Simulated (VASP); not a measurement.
Given:

```yaml
crystal:
  lattice:
    - [1.82580, -3.16238, 0.00000]
    - [1.82580, 3.16238, 0.00000]
    - [0.00000, 0.00000, 5.73240]
  atoms:
    - { symbol: Ho, position: [0.33333, 0.66667, 0.25000] }
    - { symbol: Ho, position: [0.66667, 0.33333, 0.75000] }
```

These are PBE GGA, VASP's PBE PAW potentials (set 64) (plane waves; VASP) values and carry that method's errors. Run with 400 eV cut-off, 10×10×6 Γ-centred mesh, first-order Methfessel-Paxton smearing of 0.10 eV, potentials Ho_3.

The 4f electrons are frozen in the core of the lanthanide potential, so 4f levels, which can set the real gap, and their magnetism are missing.

Problem. What does the run give for the energy per atom (σ→0), pressure, band gap (on the k-mesh) with the smallest direct gap where there is one?

Solution. 
| Property | Result |
|---|---|
| band gap (on the k-mesh) | none (metal, semimetal or under 0.01 eV) |
| energy per atom (σ→0) | -4.505 eV/atom |
| pressure | -2.16 GPa |

Only differences to runs with the same potentials and settings are physical.

The compound is Ho in the hcp structure. The cell was not relaxed at this level.
